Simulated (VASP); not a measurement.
An input for Ansatz (written as the equivalent of a VASP run, and not itself run):

Ansatz 0.2 input:
```yaml
crystal:
  lattice:
    - [0.0000000, 2.2890918, 2.2890918]
    - [2.2890918, 0.0000000, 2.2890918]
    - [2.2890918, 2.2890918, 0.0000000]
  atoms:
    - { symbol: Na, position: [0.0000000, 0.0000000, 0.0000000] }
    - { symbol: F, position: [0.5000000, 0.5000000, 0.5000000] }
kpoints:
  mp_grid: { grid: [9, 9, 9] }
hamiltonian:
  xc: r2scan
  pseudopotentials: { kind: paw }
scf:
  occupations: { method: gaussian, width: 0.05 }
  max_iter: 100
relax:
  max_steps: 60
  f_tol: 0.01
  cell: {}
output: { forces: true, stress: true, eigenvalues: true }
```

Task: Translate this input to VASP (INCAR, KPOINTS, POSCAR, choice of POTCAR).

Result: Several could match; the one computed here: 
**INCAR**
```
# general
SYSTEM =NaF
PREC   =Accurate
ENCUT  =530
LREAL  =.FALSE.
LASPH  =.TRUE.

# electronic loop
EDIFF  =1E-6
NELM   =100
ALGO   =Normal
LMIXTAU=.TRUE.

# smearing
ISMEAR =0
SIGMA  =0.05

# functional
METAGGA=R2SCAN

# ions
IBRION =2
NSW    =60
ISIF   =3
EDIFFG =-0.01

# output
LWAVE  =.FALSE.
LCHARG =.FALSE.
```

**POSCAR**
```
NaF
1
   -0.0000000000     2.2890917546     2.2890917546
    2.2890917546     0.0000000000     2.2890917546
    2.2890917546     2.2890917546     0.0000000000
Na F
1 1
Direct
  0.0000000000   0.0000000000   0.0000000000
  0.5000000000   0.5000000000   0.5000000000
```

KPOINTS:
```
Automatic
0
gamma
9 9 9
```

POTCAR, in this order: Na_pv F (PBE.64 set). Program: vasp_std.

Limits of the translation: each code has its own PAW files, so the cut-off isn't converted (ENCUT is set for VASP's; basis.ecutwfc is left out, and Ansatz then takes the one that its files recommend); Ansatz stops its SCF on the density residual and VASP on the energy change (EDIFF).

The compound is NaF in the rock salt structure. This run relaxes it. Symmetry was kept, so distortions that lower it aren't found. The start is the result of an earlier pass.
